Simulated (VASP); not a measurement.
Method: LDA (Ceperley-Alder, Perdew-Zunger), VASP's LDA PAW potentials (set 64) (plane waves; VASP).

A VASP calculation is set up with these files.

File POSCAR:
```
ZnO
1
    1.5975422627    -2.7670247819     0.0000000000
    1.5975422627     2.7670247819     0.0000000000
    0.0000000000     0.0000000000     5.1635731517
Zn O
2 2
Direct
  0.6666670000   0.3333330000   0.5017674771
  0.3333330000   0.6666670000   0.0017674771
  0.6666670000   0.3333330000   0.8802325229
  0.3333330000   0.6666670000   0.3802325229
```

**KPOINTS**
```
K-points
0
gamma
  9 9 5
0 0 0
```

INCAR:
```
ENCUT=520   ! plane-wave cut-off (eV)
PREC=Accurate
LCHARG=.False.
LASPH=.True.   ! aspherical one-centre terms
SYSTEM=ZnO
NSW=60   ! most ionic steps
ALGO=Normal
EDIFFG=-0.01
LREAL=.False.   ! projection in real space or not
LWAVE=.False.
EDIFF=1E-6   ! SCF stop (eV)
IBRION=2
ISMEAR=0
NELM=100   ! most electronic steps
LMAXMIX=4   ! l cut-off of mixed one-centre charges
ISIF=3   ! ions, shape and volume
SIGMA=0.05
```

POTCAR, in this order: Zn O (LDA.64 set). Program: vasp_std.

The resulting files:

### OUTCAR
```
 ion  position               nearest neighbor table
   1  0.667  0.333  0.502-   4 1.95   4 1.95   4 1.95   3 1.95
   2  0.333  0.667  0.002-   3 1.95   3 1.95   3 1.95   4 1.95
   3  0.667  0.333  0.880-   2 1.95   2 1.95   2 1.95   1 1.95
   4  0.333  0.667  0.380-   1 1.95   1 1.95   1 1.95   2 1.95
  LATTYP: Found a hexagonal cell.
 ALAT       =     3.1950848854
 C/A-ratio  =     1.6160988947
 Subroutine PRICEL returns:
 Original cell was already a primitive cell.
 Subroutine GETGRP returns: Found 12 space group operations
The static configuration has the point symmetry C_3v.
 The point group associated with its full space group is C_6v.
The dynamic configuration has the point symmetry C_3v.
 Subroutine INISYM returns: Found 12 space group operations
 Subroutine IBZKPT returns following result:
 Found     36 irreducible k-points:

 Following reciprocal coordinates:
            Coordinates               Weight
  0.000000  0.000000  0.000000      1.000000
  0.111111 -0.000000  0.000000      6.000000
  0.222222  0.000000  0.000000      6.000000
  0.333333  0.000000  0.000000      6.000000
  0.444444  0.000000  0.000000      6.000000
  0.111111  0.111111  0.000000      6.000000
  0.222222  0.111111  0.000000     12.000000
  0.333333  0.111111  0.000000     12.000000
  0.444444  0.111111  0.000000      6.000000
  0.222222  0.222222  0.000000      6.000000
  0.333333  0.222222  0.000000     12.000000
  0.333333  0.333333  0.000000      2.000000
  0.000000  0.000000  0.200000      2.000000
  0.111111 -0.000000  0.200000     12.000000
  0.222222  0.000000  0.200000     12.000000
  0.333333  0.000000  0.200000     12.000000
  0.444444  0.000000  0.200000     12.000000
  0.111111  0.111111  0.200000     12.000000
  0.222222  0.111111  0.200000     24.000000
  0.333333  0.111111  0.200000     24.000000
...
```

### OSZICAR
```
       N       E                     dE             d eps       ncg     rms          rms(c)
DAV:   1     0.283473510723E+03    0.28347E+03   -0.18926E+04  1592   0.242E+03
DAV:   2     0.630735360977E+01   -0.27717E+03   -0.26796E+03  1680   0.444E+02
DAV:   3    -0.236582419071E+02   -0.29966E+02   -0.29757E+02  1878   0.156E+02
DAV:   4    -0.242286795757E+02   -0.57044E+00   -0.56987E+00  1722   0.227E+01
DAV:   5    -0.242331321048E+02   -0.44525E-02   -0.44522E-02  1866   0.197E+00    0.159E+01
DAV:   6    -0.210956712943E+02    0.31375E+01   -0.10957E+01  2734   0.717E+01    0.102E+01
DAV:   7    -0.212188244143E+02   -0.12315E+00   -0.24301E+00  1658   0.189E+01    0.593E+00
DAV:   8    -0.212174446360E+02    0.13798E-02   -0.82902E-01  2122   0.866E+00    0.180E+00
DAV:   9    -0.211556308671E+02    0.61814E-01   -0.18354E-01  2474   0.820E+00    0.342E-01
DAV:  10    -0.211585588556E+02   -0.29280E-02   -0.49094E-02  1608   0.169E+00    0.113E-01
DAV:  11    -0.211584234797E+02    0.13538E-03   -0.11314E-03  2172   0.360E-01    0.353E-02
DAV:  12    -0.211584278613E+02   -0.43816E-05   -0.71107E-05  2114   0.967E-02    0.139E-02
DAV:  13    -0.211584281388E+02   -0.27745E-06   -0.51749E-06  1660   0.223E-02
   1 F= -.21158428E+02 E0= -.21158428E+02  d E =-.211584E+02
```

### OUTCAR
```
------------------------ aborting loop because EDIFF is reached ----------------------------------------
  FORCE on cell =-STRESS in cart. coord.  units (eV):
  Direction    XX          YY          ZZ          XY          YZ          ZX
  --------------------------------------------------------------------------------------
  Total       -0.0223757     -0.0223757     -0.0060877      0.0000000      0.0000000      0.0000000
  in kB       -0.7853094     -0.7853097     -0.2136589      0.0000000      0.0000000      0.0000000
  external PRESSURE =      -0.5947593 kB  Pullay stress =       0.0000000 kB
  volume of cell :       45.65
      direct lattice vectors                 reciprocal lattice vectors
     1.597542263 -2.767024782  0.000000000     0.312980765 -0.180699502  0.000000000
     1.597542263  2.767024782  0.000000000     0.312980765  0.180699502  0.000000000
     0.000000000  0.000000000  5.163573152     0.000000000  0.000000000  0.193664343
  FREE ENERGIE OF THE ION-ELECTRON SYSTEM (eV)
  ---------------------------------------------------
  free  energy   TOTEN  =       -21.1584281388 eV

  energy  without entropy=      -21.1584281388  energy(sigma->0) =      -21.15842814

 reached required accuracy - stopping structural energy minimisation
```
(Selected blocks of OUTCAR.)

The compound is ZnO in the wurtzite structure. It was relaxed first. The start is the result of an earlier pass.
